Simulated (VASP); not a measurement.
Consider the following.

```yaml
crystal:
  lattice:
    - [-2.03644, 2.03644, 2.03644]
    - [2.03644, -2.03644, 2.03644]
    - [2.03644, 2.03644, -2.03644]
  atoms:
    - { symbol: Na, position: [0.00000, 0.00000, 0.00000] }
```

The numbers are results of PBE GGA with D3 dispersion (Becke-Johnson damping), VASP's PBE PAW potentials (set 64) (plane waves; VASP), not measurements. Settings: 520 eV cut-off, 14×14×14 Γ-centred mesh, tetrahedra with Blöchl corrections, potentials Na_pv.

### Question
Estimate the energy per atom (σ→0), band gap (on the k-mesh) with the smallest direct gap where there is one.

### Answer

band gap (on the k-mesh): none (metal, semimetal or under 0.01 eV)
energy per atom (σ→0): -1.472 eV/atom

Total energies compare only between runs with the same potentials, cut-off and functional.

The compound is Na in the bcc structure. It was relaxed first, which changed the volume by -13 %.
